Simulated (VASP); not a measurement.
# AlCo: the relaxed cell at several levels, part 3 of 3

Wanted: equilibrium cells of AlCo at many levels, with their cost. LASPH is on for some levels and off for others; the table marks which. The start is a computed cell from the Materials Project.

VASP 6.6.1, plane waves and PAW; the level of theory is named at each step.

Still holding for the runs below: The k-mesh is coarse for a metal.

So far. Step 4 (Relaxation with PBE): It ends at 11.61 Å³/atom, +3.6 % from the start, with 0.04 GPa left. The conventional cell has a = 2.852 Å. Step 5 (Relaxation with r2SCAN): It ends at 11.26 Å³/atom, +0.5 % from the start, with -0.03 GPa left. The conventional cell has a = 2.824 Å.

## Step 6: Relaxation with PBE + D3(BJ)

This step: PBE with D3(BJ), spin-polarised from a ferromagnetic start (one magnetic atom a cell); plane waves and PAW (Al, Co) (VASP 6.6.1).

A dispersion term adds the long-range attraction that semilocal functionals lack. D3 with Becke-Johnson damping keeps a finite attraction at short range.

The input, INCAR:

```
SYSTEM = AlCo
PREC = Accurate
ENCUT = 520
EDIFF = 1E-06
NELM = 100
ISMEAR = -1
SIGMA = 0.05
LREAL = .FALSE.
ALGO = Normal
GGA = PE
IVDW = 12
NBANDS = 13
ISPIN = 2
MAGMOM = 0 2
LMAXMIX = 4
LORBIT = 11
LWAVE = .FALSE.
LCHARG = .FALSE.
KPAR = 2
IBRION = 2
NSW = 60
ISIF = 3
EDIFFG = -0.01
```

The input, POSCAR:

```
AlCo
1.0
    2.8194032100      0.0000000000      0.0000000000
    0.0000000000      2.8194032100      0.0000000000
    0.0000000000      0.0000000000      2.8194032100
Al Co
1 1
Direct
    0.0000000000      0.0000000000      0.0000000000
    0.5000000000      0.5000000000      0.5000000000
```

The input, KPOINTS:

```
Automatic mesh
0
Gamma
8 8 8
0 0 0
```

The projector-augmented-wave data sets are Al and Co (PBE family, release 64).

On the command line:

```sh
$ mpirun -np 2 vasp_std
```

What it wrote:

```text
[... set-up lines as in an earlier step ...]
 entering main loop
       N       E                     dE             d eps       ncg     rms          rms(c)
[... 14 cycles as in an earlier step ...]
   1 F= -.12859018E+02 E0= -.12854751E+02  d E =-.128590E+02  mag=     0.0000
[...]
reached required accuracy - stopping structural energy minimisation
```

The job ended after 25 s (2 MPI ranks of AMD EPYC 7R43, shared host; peak memory 0.26 GiB).

From OUTCAR (step 6):

```text
 Edisp (eV)   -0.89840

  Total       0.00913     0.00913     0.00913    -0.00000     0.00000    -0.00000
  in kB       0.65247     0.65247     0.65247    -0.00000     0.00000    -0.00000
  external pressure =        0.65 kB  Pullay stress =        0.00 kB

 POSITION                                       TOTAL-FORCE (eV/Angst)
 -----------------------------------------------------------------------------------
      0.00000      0.00000      0.00000         0.000000      0.000000      0.000000
      1.40970      1.40970      1.40970         0.000000      0.000000      0.000000
 -----------------------------------------------------------------------------------
    total drift:                                0.000000     -0.000000     -0.000000

  FREE ENERGIE OF THE ION-ELECTRON SYSTEM (eV)
  ---------------------------------------------------
  free  energy   TOTEN  =       -12.8590180458 eV

  energy  without entropy=      -12.8504838375  energy(sigma->0) =      -12.85475094

 magnetization (x)
# of ion       s       p       d       tot
------------------------------------------
    1       -0.000   0.000   0.000  -0.000
    2        0.000  -0.000   0.000   0.000
--------------------------------------------------
tot         -0.000  -0.000   0.000   0.000

[... 2 parts as in an earlier step ...]

[... 2 further parts left out ...]
[key lines of the parts left out:]
E-fermi :  10.9955
```

Dispersion corrections of this kind ignore metallic screening and tend to overbind metals.

The spin moment in the PAW sphere vanishes on all atoms.

It ends at 11.21 Å³/atom, under 0.05 % from the start, with 0.07 GPa left. The conventional cell has a = 2.819 Å. Against plain PBE, the dispersion term moves a by -1.2 %.

## Step 7: Relaxation with r2SCAN + rVV10

This step: r2SCAN with rVV10, spin-polarised from a ferromagnetic start (one magnetic atom a cell); plane waves and PAW (Al, Co) (VASP 6.6.1).

LUSE_VDW switches on a nonlocal correlation term for dispersion.

INCAR: that of step 6 with these lines changed.

```diff
@@ -9,4 +9,8 @@
 ALGO = Normal
-GGA = PE
-IVDW = 12
+METAGGA = R2SCAN
+LUSE_VDW = .TRUE.
+IVDW_NL = 2
+BPARAM = 11.95
+CPARAM = 0.0093
+LASPH = .TRUE.
 NBANDS = 13
```

POSCAR is that of step 6.

KPOINTS is that of step 6.

On the command line:

```sh
$ mpirun -np 2 vasp_std
```

What it wrote:

```text
[banner, memory and clock lines left out]
running    2 mpi-ranks, on    1 nodes
[...]
|                                                                             |
|               ----> ADVICE to this user running VASP <----                  |
|                                                                             |
|     You have switched on vdW-DFT.                                           |
|     This routine was written and supplied by Jiri Klimes. We recommend      |
|     that you carefully read and cite the following publications:            |
|       J. Klimes, D.R. Bowler, A. Michelides                                 |
|          J. Phys.: Cond Matt. 22 022201 (2010)                              |
|       J. Klimes, D.R. Bowler, A. Michelides                                 |
|          Phys. Rev. B. 83, 195131 (2011)                                    |
|     and references therein.                                                 |
|                                                                             |

[...]
Total rVV10 correction in eV:      0.2700420    15.7387616
Total rVV10 correction in eV:      0.2700420    15.7387616
DAV:  14    -0.208112841683E+02   -0.15475E-05   -0.55041E-06  1686   0.219E-02    0.127E-02
Total rVV10 correction in eV:      0.2700408    15.7387616
Total rVV10 correction in eV:      0.2700408    15.7387616
DAV:  15    -0.208112860982E+02   -0.19299E-05   -0.21296E-06  1316   0.128E-02    0.258E-03
Total rVV10 correction in eV:      0.2700403    15.7387616
Total rVV10 correction in eV:      0.2700403    15.7387616
DAV:  16    -0.208112864387E+02   -0.34055E-06   -0.40577E-07  1015   0.642E-03
Total rVV10 correction in eV:      0.2700391    15.7387616
Total rVV10 correction in eV:      0.2700391    15.7387616
Total rVV10 correction in eV:      0.2700399    15.7387616
Total rVV10 correction in eV:      0.2700399    15.7387616
   1 F= -.20811286E+02 E0= -.20808007E+02  d E =-.208113E+02  mag=     0.1459
[... from here on, the cycles between the ionic steps are left out ...]
   2 F= -.20811278E+02 E0= -.20808002E+02  d E =0.811406E-05  mag=     0.1456
   3 F= -.20811293E+02 E0= -.20808015E+02  d E =-.617515E-05  mag=     0.1458
   4 F= -.20811290E+02 E0= -.20808011E+02  d E =-.342071E-05  mag=     0.1458
[...]
reached required accuracy - stopping structural energy minimisation
```

The job ended after 4 min (2 MPI ranks; peak memory 0.41 GiB).

OUTCAR, selected parts (step 7):

```text
  Total        0.0085756      0.0085756      0.0085756      0.0000000     -0.0000000      0.0000000
  in kB        0.6132018      0.6132018      0.6132018      0.0000000     -0.0000000      0.0000000
  external PRESSURE =       0.6132018 kB  Pullay stress =       0.0000000 kB

 POSITION                                       TOTAL-FORCE (eV/Angst)
 -----------------------------------------------------------------------------------
      0.00000      0.00000      0.00000        -0.000000     -0.000000      0.000000
      1.40959      1.40959      1.40959         0.000000      0.000000      0.000000
 -----------------------------------------------------------------------------------
    total drift:                                0.000000     -0.000000     -0.000000

  FREE ENERGIE OF THE ION-ELECTRON SYSTEM (eV)
  ---------------------------------------------------
  free  energy   TOTEN  =       -20.8112898594 eV

  energy  without entropy=      -20.8047316999  energy(sigma->0) =      -20.80801078

 magnetization (x)
# of ion       s       p       d       tot
------------------------------------------
    1       -0.002  -0.007   0.000  -0.009
    2       -0.002  -0.016   0.223   0.205
--------------------------------------------------
tot         -0.004  -0.023   0.223   0.196

[... 2 parts as in an earlier step ...]

[... 2 further parts left out ...]
[key lines of the parts left out:]
E-fermi :  10.8368
```

Spin moment in the PAW sphere by atom:

```tsv
atom	spin moment in the PAW sphere (μB)
Al1	-0.009
Co2	0.205
```

It ends at 11.20 Å³/atom, under 0.05 % from the start, with 0.06 GPa left. The conventional cell has a = 2.819 Å. Against plain r2SCAN, the dispersion term moves a by -0.2 %.

## Step 8: Relaxation with vdW-DF-cx

This step: vdW-DF-cx, spin-polarised from a ferromagnetic start (one magnetic atom a cell); plane waves and PAW (Al, Co) (VASP 6.6.1).

vdW-DF-cx takes its exchange from the same plasmon model as its correlation.

INCAR: that of step 7 with these lines changed.

```diff
@@ -9,7 +9,5 @@
 ALGO = Normal
-METAGGA = R2SCAN
+GGA = CX
+AGGAC = 0
 LUSE_VDW = .TRUE.
-IVDW_NL = 2
-BPARAM = 11.95
-CPARAM = 0.0093
 LASPH = .TRUE.
```

POSCAR is that of step 7.

KPOINTS is that of step 7.

On the command line:

```sh
$ mpirun -np 2 vasp_std
```

What it wrote:

```text
[banner, memory and clock lines left out]
running    2 mpi-ranks, on    1 nodes
[...]
[... a notice as in an earlier step ...]

 [... a notice as in an earlier step ...]

 LDA part: xc-table for (Slater+PW92), standard interpolation
 POSCAR, INCAR and KPOINTS ok, starting setup
[...]
entering main loop
       N       E                     dE             d eps       ncg     rms          rms(c)
DAV:   1     0.406369176626E+02    0.40637E+02   -0.51945E+03  1820   0.973E+02
DAV:   2    -0.833652646387E+01   -0.48973E+02   -0.44674E+02  1900   0.174E+02
DAV:   3    -0.990647067153E+01   -0.15699E+01   -0.15549E+01  2246   0.363E+01
DAV:   4    -0.992941839988E+01   -0.22948E-01   -0.22938E-01  2090   0.397E+00
[...]
DAV:  12    -0.868638375204E+01   -0.72149E-06   -0.27134E-05  2302   0.503E-02    0.386E-02
DAV:  13    -0.868638642928E+01   -0.26772E-05   -0.10440E-05  2111   0.268E-02    0.110E-02
DAV:  14    -0.868638552751E+01    0.90176E-06   -0.49809E-07  1080   0.728E-03
[...]
DAV:   5    -0.868641917980E+01    0.53374E-03   -0.15556E-03  2645   0.380E-01    0.264E-02
DAV:   6    -0.868642455939E+01   -0.53796E-05   -0.28273E-05  1962   0.465E-02    0.132E-02
DAV:   7    -0.868642429038E+01    0.26901E-06   -0.32079E-06  1467   0.207E-02
   2 F= -.86864243E+01 E0= -.86820887E+01  d E =-.387629E-04  mag=    -0.0000
 trial-energy change:   -0.000039  1 .order   -0.000226   -0.006688    0.006236
 step:   0.4957(harm=  0.5175)  dis= 0.00000  next Energy=    -8.688021 (dE=-0.164E-02)
[...]
N       E                     dE             d eps       ncg     rms          rms(c)
DAV:   1    -0.871189037233E+01   -0.25466E-01   -0.27924E-01  2000   0.778E+00    0.139E+00
DAV:   2    -0.875093942282E+01   -0.39049E-01   -0.82081E-01  2080   0.114E+01    0.201E+00
DAV:   3    -0.868872762861E+01    0.62212E-01   -0.37899E-01  2080   0.771E+00    0.228E-01
DAV:   4    -0.868803938851E+01    0.68824E-03   -0.21090E-03  2102   0.424E-01    0.485E-02
DAV:   5    -0.868800914127E+01    0.30247E-04   -0.10468E-04  2740   0.815E-02    0.130E-02
DAV:   6    -0.868800963140E+01   -0.49013E-06   -0.17251E-06  1693   0.142E-02
   3 F= -.86880096E+01 E0= -.86838102E+01  d E =-.162410E-02  mag=     0.0000
[...]
reached required accuracy - stopping structural energy minimisation
```

Wall time 1.7 min (2 MPI ranks); peak memory 0.52 GiB; 3.3 min of CPU time.

From OUTCAR (step 8):

```text
  Total        0.0013779      0.0013779      0.0013779      0.0000000     -0.0000000      0.0000000
  in kB        0.0974416      0.0974416      0.0974416      0.0000000     -0.0000000      0.0000000
  external PRESSURE =       0.0974416 kB  Pullay stress =       0.0000000 kB

 POSITION                                       TOTAL-FORCE (eV/Angst)
 -----------------------------------------------------------------------------------
      0.00000      0.00000      0.00000        -0.000000     -0.000000      0.000000
      1.41483      1.41483      1.41483         0.000000      0.000000      0.000000
 -----------------------------------------------------------------------------------
    total drift:                                0.000000     -0.000000     -0.000000

  FREE ENERGIE OF THE ION-ELECTRON SYSTEM (eV)
  ---------------------------------------------------
  free  energy   TOTEN  =        -8.6880096314 eV

  energy  without entropy=       -8.6796108396  energy(sigma->0) =       -8.68381024

 magnetization (x)
# of ion       s       p       d       tot
------------------------------------------
    1       -0.000  -0.000   0.000  -0.000
    2        0.000   0.000   0.000   0.000
--------------------------------------------------
tot         -0.000   0.000   0.000   0.000

[... 2 parts as in an earlier step ...]

[... 2 further parts left out ...]
[key lines of the parts left out:]
E-fermi :  10.7665
```

The spin moment in the PAW sphere vanishes on all atoms.

It ends at 11.33 Å³/atom, +1.1 % from the start, with 0.01 GPa left. The conventional cell has a = 2.830 Å.

## Step 9: Relaxation with RPBE

This step: RPBE, spin-polarised from a ferromagnetic start (one magnetic atom a cell); plane waves and PAW (Al, Co) (VASP 6.6.1).

RPBE by itself binds more weakly than PBE and expands cells.

INCAR: that of step 8 with these lines changed.

```diff
@@ -9,6 +9,3 @@
 ALGO = Normal
-GGA = CX
-AGGAC = 0
-LUSE_VDW = .TRUE.
-LASPH = .TRUE.
+GGA = RP
 NBANDS = 13
```

POSCAR is that of step 8.

KPOINTS is that of step 8.

On the command line:

```sh
$ mpirun -np 2 vasp_std
```

What it wrote:

```text
[... set-up lines as in an earlier step ...]
 entering main loop
       N       E                     dE             d eps       ncg     rms          rms(c)
DAV:   1     0.381302625117E+02    0.38130E+02   -0.52019E+03  1820   0.973E+02
DAV:   2    -0.107352116283E+02   -0.48865E+02   -0.44580E+02  1905   0.174E+02
DAV:   3    -0.122903807958E+02   -0.15552E+01   -0.15408E+01  2241   0.362E+01
DAV:   4    -0.123128407626E+02   -0.22460E-01   -0.22451E-01  2090   0.395E+00
[...]
DAV:  12    -0.111152091525E+02    0.10659E-04   -0.28428E-05  2162   0.407E-02    0.448E-02
DAV:  13    -0.111152139060E+02   -0.47534E-05   -0.97983E-06  2201   0.346E-02    0.884E-03
DAV:  14    -0.111152133678E+02    0.53818E-06   -0.63938E-07  1065   0.849E-03
   1 F= -.11115213E+02 E0= -.11111057E+02  d E =-.111152E+02  mag=     0.0003
[...]
N       E                     dE             d eps       ncg     rms          rms(c)
DAV:   1    -0.135253077764E+02   -0.24101E+01   -0.28832E+01  1945   0.789E+01    0.140E+01
[...]
2 F= -.11126435E+02 E0= -.11120840E+02  d E =-.112219E-01  mag=     0.0001
 trial-energy change:   -0.011222  1 .order   -0.017925   -0.166846    0.130995
 step:   0.5265(harm=  0.5602)  dis= 0.00000  next Energy=   -11.158159 (dE=-0.429E-01)
[...]
N       E                     dE             d eps       ncg     rms          rms(c)
DAV:   1    -0.116870116737E+02   -0.56058E+00   -0.60797E+00  1985   0.348E+01    0.652E+00
DAV:   2    -0.125987071266E+02   -0.91170E+00   -0.18820E+01  2075   0.536E+01    0.963E+00
DAV:   3    -0.111695632653E+02    0.14291E+01   -0.94998E+00  2080   0.359E+01    0.111E+00
DAV:   4    -0.111619931038E+02    0.75702E-02   -0.42131E-02  1986   0.147E+00    0.649E-01
DAV:   5    -0.111574422492E+02    0.45509E-02   -0.12403E-02  2682   0.101E+00    0.129E-01
DAV:   6    -0.111574180061E+02    0.24243E-04   -0.28108E-04  2101   0.210E-01    0.486E-02
DAV:   7    -0.111574169857E+02    0.10205E-05   -0.57984E-06  2222   0.192E-02    0.122E-02
DAV:   8    -0.111574159047E+02    0.10810E-05   -0.25600E-06  1120   0.194E-02    0.310E-03
DAV:   9    -0.111574158436E+02    0.61102E-07   -0.38136E-07   945   0.730E-03
   3 F= -.11157416E+02 E0= -.11152521E+02  d E =-.422025E-01  mag=    -0.0000
[...]
reached required accuracy - stopping structural energy minimisation
```

It took 46 s on 2 MPI ranks; peak memory 0.25 GiB; 88 s of CPU time.

From OUTCAR (step 9):

```text
  Total       -0.0059975     -0.0059975     -0.0059975      0.0000000      0.0000000      0.0000000
  in kB       -0.4048762     -0.4048762     -0.4048762      0.0000000      0.0000000      0.0000000
  external PRESSURE =      -0.4048762 kB  Pullay stress =       0.0000000 kB

 POSITION                                       TOTAL-FORCE (eV/Angst)
 -----------------------------------------------------------------------------------
      0.00000      0.00000      0.00000         0.000000     -0.000000      0.000000
      1.43689      1.43689      1.43689        -0.000000      0.000000      0.000000
 -----------------------------------------------------------------------------------
    total drift:                                0.000000      0.000000     -0.000000

  FREE ENERGIE OF THE ION-ELECTRON SYSTEM (eV)
  ---------------------------------------------------
  free  energy   TOTEN  =       -11.1574158436 eV

  energy  without entropy=      -11.1476254424  energy(sigma->0) =      -11.15252064

 magnetization (x)
# of ion       s       p       d       tot
------------------------------------------
    1       -0.000  -0.000   0.000  -0.000
    2       -0.000   0.000  -0.000  -0.000
--------------------------------------------------
tot         -0.000  -0.000  -0.000  -0.000

[... 2 parts as in an earlier step ...]

[... 2 further parts left out ...]
[key lines of the parts left out:]
E-fermi :  10.3380
```

It ends at 11.87 Å³/atom, +5.9 % from the start, with -0.04 GPa left. The conventional cell has a = 2.874 Å.

## Step 10: The cells as a table

This step: relaxed cells at several levels; plane waves and PAW (VASP 6.6.1).

Derived from the runs above.

Lengths are those of the conventional cell; cost is the wall time of each run, as given at its step, times its ranks, without the set-up around it; LASPH differs between rows, which moves results and costs too. Results by level, by row:

```tsv
level	volume (Å³/atom)	change from the start (%)	a (Å)	largest site moment (μB)	cost (core minutes)	LASPH
LDA	10.97	-2.1	2.799	0	1.53	off
PBEsol	11.26	0.4	2.824	0	1.63	off
PBE	11.61	3.6	2.852	0	1.3	off
r2SCAN	11.26	0.5	2.824	0.208	6.37	on
PBE + D3(BJ)	11.21	0	2.819	0	0.833	off
r2SCAN + rVV10	11.2	0	2.819	0.205	7.9	on
vdW-DF-cx	11.33	1.1	2.83	0	3.4	on
RPBE	11.87	5.9	2.874	0	1.53	off
```

## Step 11: What came out

* volume, LDA: 10.97 Å³/atom
* volume, PBEsol: 11.26 Å³/atom
* volume, PBE: 11.61 Å³/atom
* volume, r2SCAN: 11.26 Å³/atom
* volume, PBE + D3(BJ): 11.21 Å³/atom
* volume, r2SCAN + rVV10: 11.20 Å³/atom
* volume, vdW-DF-cx: 11.33 Å³/atom
* volume, RPBE: 11.87 Å³/atom

**Reading.** For AlCo the levels give volumes between 10.97 Å³/atom (LDA) and 11.87 Å³/atom (RPBE), a spread of 8.2 %, while the cost of the finished runs spans a factor of 9.5. The costs hold the number of ionic steps as well as the price of the functional. SCAN-type functionals tend to overstate the moments of itinerant magnets. LDA, PBEsol, PBE, PBE + D3(BJ), vdW-DF-cx and RPBE ended without moments and the others with them, so the comparison mixes magnetic states. Adding D3(BJ) to PBE changes the volume by -3.4 % (a by -1.2 %). Adding rVV10 to r2SCAN changes the volume by -0.5 % (a by -0.2 %). Pairwise corrections of the D and TS kind ignore the screening in a metal, so they may overbind here. Within 0.02 Å all end in space group Pm-3m; the runs can't lower the symmetry of the start. The k-sampling is coarse for a metal, so the Fermi level, moments, pressures and the shape of the cell carry errors. Only the typed magnetic starts were tried, so the magnetic ground state may differ and with it the other results. LASPH is on for some levels and off for others, so differences between them are not the functional's alone. Each is a single relaxation on the plane waves of the start cell, so larger changes of volume carry a basis-set error that was not tested here. Zero-point and thermal expansion are not included.

[Lines on the potential files, build, host, timing and source positions are cut from VASP's logs without a mark.]

[Logs are printed without paths, hosts, clocks, repeated set-up lines and the standing remarks that a program may print on its own settings, such as how far it seeks lower states.]

[Hosts, paths, dates, database ids (printed as entryN), source tags and the programs' standing remarks are cut or masked in the printed files.]

[A measured line is paired with the nearest computed mode of its activity, which favours agreement.]
